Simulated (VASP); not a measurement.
Input of a VASP 6.6.1 run:

POSCAR

```
BaMg2Tl2
1.0
    2.3918050000      4.1427240000      0.0000000000
   -2.3918050000      4.1427240000      0.0000000000
    0.0000000000      0.0000000000      8.0907970000
Tl Mg Ba
2 2 1
Direct
    0.3333000000      0.3334000000      0.2641000000
    0.6667000000      0.6666000000      0.7359000000
    0.3333000000      0.3334000000      0.6274000000
    0.6667000000      0.6666000000      0.3726000000
    0.0000000000      0.0000000000      0.0000000000
```

Contents of INCAR.step1:

```
SYSTEM = BaMg2Tl2
  PREC = Accurate
  ENCUT = 600
  ISMEAR = -5
  SIGMA = 0.1
  LREAL = .False.
  LASPH = .True.
  NELM = 60
  GGA = PE
  ALGO = Normal
  EDIFF = 1E-4
  LWAVE = .True.
  LCHARG = .False.
```

File INCAR.step2:

```
SYSTEM = BaMg2Tl2
  PREC = Accurate
  ENCUT = 600
  EDIFF = 1E-7
  ISMEAR = -5
  SIGMA = 0.1
  LREAL = .False.
  LASPH = .True.
  NELM = 60
  ALGO = Normal
  ISIF = 3
  LWAVE = .False.
  LCHARG = .False.
  METAGGA = R2SCAN
  LMIXTAU = .True.
  IBRION = 2
  NSW = 60
  EDIFFG = -0.01
  ISTART = 1
```

KPOINTS

```
Automatic mesh
0
Gamma
  4 4 3
  0 0 0
```

Potentials or basis: VASP PAW PBE potentials, release 64 (Tl_d, Mg, Ba_sv).

Command:

```sh
$ cat potpaw_PBE.64/Tl_d/POTCAR potpaw_PBE.64/Mg/POTCAR potpaw_PBE.64/Ba_sv/POTCAR > POTCAR
$ cp INCAR.step1 INCAR
$ mpirun -np 1 vasp_std > vasp.out
$ cp INCAR.step2 INCAR
$ mpirun -np 1 vasp_std > vasp.out
```

What does it give for the relaxed cell?

a = 4.988 Å, b = 4.885 Å, c = 8.130 Å, α = 90.87°, β = 90.00°, γ = 59.30°.

What does it give for the space group after relaxing (to 0.05 Å)?

C2/m (No. 12).

Estimate the relaxed volume.

34.07 Å³/atom.

Estimate the band gap on the k mesh.

none (metal or under the smearing width).

Step by step:
```
step  energy change (eV)  largest force (eV/Å)  pressure (GPa)  volume (Å³)
   1              0.0000                0.1873            1.84       160.34
   2             -0.0545                0.1775            0.12       169.05
   3             -0.0541                0.1755           -0.26       171.35
   4             -0.0550                0.1763           -0.11       170.44
   5             -0.0577                0.1388           -0.08       170.32
   6             -0.0608                0.1174            0.03       169.95
   7             -0.0611                0.1047            0.01       170.00
   8             -0.0634                0.0897            0.01       170.04
   9             -0.0667                0.0392            0.01       170.15
  10             -0.0668                0.0222            0.01       170.19
  11             -0.0667                0.0204            0.01       170.19
  12             -0.0673                0.0044           -0.02       170.33
  13             -0.0673                0.0042           -0.02       170.33
```

Caveat: the k mesh is coarse (spacing up to 0.38 Å⁻¹), so the values aren't converged; the PAW data sets were made with another functional, which shifts forces and pressure a little; tetrahedron occupations give inexact forces and stress in metals. The run has no spin-orbit coupling, so splittings on Ba, Tl are missing.
